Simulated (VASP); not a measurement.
All values below come from r2SCAN meta-GGA, VASP's PBE PAW potentials (set 64) (plane waves; VASP 6.6.1).

Input for VASP

POSCAR:
```
C
1
    1.2305366386    -2.1309909702    -0.0000000000
    1.2305366386     2.1309909702     0.0000000000
    0.0000000000    -0.0000000000     7.0426394846
C
4
Direct
  0.5833056282   0.4166943718   0.7556720465
  0.4166943718   0.5833056282   0.2443279535
  0.9166943718   0.0833056282   0.7556720465
  0.0833056282   0.9166943718   0.2443279535
```

INCAR:
```
! general
SYSTEM  = C
PREC    = Accurate
ENCUT   = 520
LREAL   = F
LASPH   = T

! electronic loop
EDIFF   = 1E-6
NELM    = 100
ALGO    = Normal
LMIXTAU = T

! smearing
ISMEAR  = 0
SIGMA   = 0.05

! functional
METAGGA = R2SCAN

! ions
IBRION  = 2
NSW     = 60
ISIF    = 3
EDIFFG  = -0.02

! output
LWAVE   = F
LCHARG  = F
```

File KPOINTS:
```
Automatic mesh
0
Gamma
9 9 3
0 0 0
```

POTCAR, in this order: C (PBE.64 set). Program: vasp_std.

Output of the run:

### OUTCAR
```
 ion  position               nearest neighbor table
   1  0.583  0.417  0.756-   3 1.42   3 1.42   3 1.42
   2  0.417  0.583  0.244-   4 1.42   4 1.42   4 1.42
   3  0.917  0.083  0.756-   1 1.42   1 1.42   1 1.42
   4  0.083  0.917  0.244-   2 1.42   2 1.42   2 1.42
  LATTYP: Found a base centered orthorhombic cell.
 ALAT       =     2.4610732772
 B/A-ratio  =     1.7317574328
 C/A-ratio  =     2.8616130815
 Subroutine PRICEL returns:
 Original cell was already a primitive cell.
 Subroutine GETGRP returns: Found  8 space group operations
The static configuration has the point symmetry C_2h.
 The point group associated with its full space group is D_2h.
The dynamic configuration has the point symmetry C_2h.
 Subroutine INISYM returns: Found  8 space group operations
 Subroutine IBZKPT returns following result:
 Found     50 irreducible k-points:

 Following reciprocal coordinates:
            Coordinates               Weight
  0.000000  0.000000  0.000000      1.000000
  0.111111  0.000000  0.000000      4.000000
  0.222222 -0.000000  0.000000      4.000000
  0.333333 -0.000000  0.000000      4.000000
...
```

**OSZICAR**
```
       N       E                     dE             d eps       ncg     rms          rms(c)
DAV:   1     0.492799161251E+02    0.49280E+02   -0.84934E+03  1200   0.126E+03
DAV:   2    -0.410552469265E+02   -0.90335E+02   -0.82587E+02  1720   0.239E+02
DAV:   3    -0.454294179707E+02   -0.43742E+01   -0.43003E+01  1496   0.517E+01
DAV:   4    -0.454932741981E+02   -0.63856E-01   -0.63744E-01  1488   0.678E+00
DAV:   5    -0.454947384895E+02   -0.14643E-02   -0.14631E-02  1524   0.988E-01    0.823E+00
DAV:   6    -0.416167425857E+02    0.38780E+01   -0.20393E+00  1376   0.106E+01    0.601E+00
DAV:   7    -0.379186584334E+02    0.36981E+01   -0.34081E-01  1444   0.641E+00    0.132E+00
DAV:   8    -0.394539944065E+02   -0.15353E+01   -0.11547E+00  1320   0.892E+00    0.136E+00
DAV:   9    -0.402766567990E+02   -0.82266E+00   -0.12121E-01  1412   0.325E+00    0.738E-01
DAV:  10    -0.400770231291E+02    0.19963E+00   -0.17228E-02  1284   0.159E+00    0.618E-01
DAV:  11    -0.394989454193E+02    0.57808E+00   -0.20625E-01  1280   0.442E+00    0.210E-01
DAV:  12    -0.397024918188E+02   -0.20355E+00   -0.45348E-02  1236   0.244E+00    0.149E-01
DAV:  13    -0.397026580664E+02   -0.16625E-03   -0.30816E-04  1584   0.166E-01    0.135E-01
DAV:  14    -0.397292332496E+02   -0.26575E-01   -0.97033E-03  1288   0.117E+00    0.983E-02
DAV:  15    -0.397296685599E+02   -0.43531E-03   -0.43030E-04  1444   0.248E-01    0.461E-02
DAV:  16    -0.397299906308E+02   -0.32207E-03   -0.12282E-04  1352   0.128E-01    0.200E-02
DAV:  17    -0.397298906143E+02    0.10002E-03   -0.74931E-05  1340   0.106E-01    0.156E-02
DAV:  18    -0.397299928811E+02   -0.10227E-03   -0.11964E-04  1268   0.131E-01    0.984E-03
DAV:  19    -0.397300419869E+02   -0.49106E-04   -0.13963E-05  1316   0.438E-02    0.327E-03
DAV:  20    -0.397300427636E+02   -0.77662E-06   -0.36873E-07  1064   0.605E-03
   1 F= -.39730043E+02 E0= -.39730027E+02  d E =-.397300E+02
       N       E                     dE             d eps       ncg     rms          rms(c)
DAV:   1    -0.397281932274E+02    0.18488E-02   -0.52914E-02  1316   0.245E+00    0.147E-01
DAV:   2    -0.397265445158E+02    0.16487E-02   -0.14040E-03  1356   0.401E-01    0.116E-01
DAV:   3    -0.397266023326E+02   -0.57817E-04   -0.23382E-03  1284   0.530E-01    0.997E-03
DAV:   4    -0.397284553858E+02   -0.18531E-02   -0.53312E-04  1240   0.253E-01    0.128E-02
DAV:   5    -0.397285315211E+02   -0.76135E-04   -0.52290E-05  1456   0.868E-02    0.326E-03
DAV:   6    -0.397285358615E+02   -0.43404E-05   -0.12181E-05  1308   0.430E-02    0.473E-03
DAV:   7    -0.397285385976E+02   -0.27361E-05   -0.19892E-06  1288   0.168E-02    0.156E-03
DAV:   8    -0.397285438741E+02   -0.52764E-05   -0.19217E-06  1200   0.160E-02    0.431E-04
DAV:   9    -0.397285440667E+02   -0.19261E-06   -0.10674E-07   956   0.398E-03
   2 F= -.39728544E+02 E0= -.39728529E+02  d E =0.149870E-02
       N       E                     dE             d eps       ncg     rms          rms(c)
DAV:   1    -0.397302442752E+02   -0.17004E-02   -0.25545E-02  1312   0.170E+00    0.101E-01
DAV:   2    -0.397295998561E+02    0.64442E-03   -0.64776E-04  1360   0.265E-01    0.799E-02
DAV:   3    -0.397292846608E+02    0.31520E-03   -0.11750E-03  1268   0.379E-01    0.706E-03
DAV:   4    -0.397303526489E+02   -0.10680E-02   -0.30464E-04  1240   0.193E-01    0.845E-03
DAV:   5    -0.397303860881E+02   -0.33439E-04   -0.27340E-05  1428   0.634E-02    0.183E-03
DAV:   6    -0.397303918365E+02   -0.57484E-05   -0.67091E-06  1304   0.316E-02    0.301E-03
DAV:   7    -0.397303923923E+02   -0.55580E-06   -0.80263E-07   916   0.107E-02
   3 F= -.39730392E+02 E0= -.39730377E+02  d E =-.349629E-03
```

File OUTCAR:
```
------------------------ aborting loop because EDIFF is reached ----------------------------------------
  FORCE on cell =-STRESS in cart. coord.  units (eV):
  Direction    XX          YY          ZZ          XY          YZ          ZX
  --------------------------------------------------------------------------------------
  Total        0.0106316      0.0027904     -0.0376918      0.0000000      0.0000000      0.0000000
  in kB        0.4622933      0.1213350     -1.6389434      0.0000000      0.0000000      0.0000000
  external PRESSURE =      -0.3517717 kB  Pullay stress =       0.0000000 kB
  volume of cell :       36.85
      direct lattice vectors                 reciprocal lattice vectors
     1.229386053 -2.128266875  0.000000000     0.406707070 -0.234932943  0.000000000
     1.229386053  2.128266875 -0.000000000     0.406707070  0.234932943  0.000000000
     0.000000000  0.000000000  7.041232801     0.000000000  0.000000000  0.142020585
 POSITION                                       TOTAL-FORCE (eV/Angst)
 -----------------------------------------------------------------------------------
      1.22939     -0.35469      5.32067         0.000000      0.009319     -0.012873
      1.22939      0.35469      1.72056         0.000000     -0.009319      0.012873
      1.22939     -1.77358      5.32067         0.000000     -0.009319     -0.012873
      1.22939      1.77358      1.72056         0.000000      0.009319      0.012873
 -----------------------------------------------------------------------------------
    total drift:                               -0.000000      0.000000      0.000000
  FREE ENERGIE OF THE ION-ELECTRON SYSTEM (eV)
  ---------------------------------------------------
  free  energy   TOTEN  =       -39.7303923923 eV

  energy  without entropy=      -39.7303615067  energy(sigma->0) =      -39.73037695

 reached required accuracy - stopping structural energy minimisation
```
(Selected blocks of OUTCAR.)

**CONTCAR**
```
C
   1.00000000000000
     1.2293860530623244   -2.1282668752744969    0.0000000000000000
     1.2293860530623244    2.1282668752744969   -0.0000000000000000
     0.0000000000000000    0.0000000000000000    7.0412328006552194
  C
     4
Direct
     0.5833281266307163    0.4166718733692836    0.7556447446248322
     0.4166718733692836    0.5833281266307163    0.2443552553751678
     0.9166718733692837    0.0833281266307164    0.7556447446248322
     0.0833281266307164    0.9166718733692837    0.2443552553751678
```

The structure comes from a computed database's C entry (Cmme); how it stands against other phases isn't given here. This run relaxes it. Symmetry was kept, so distortions that lower it aren't found. The start is the result of an earlier pass.
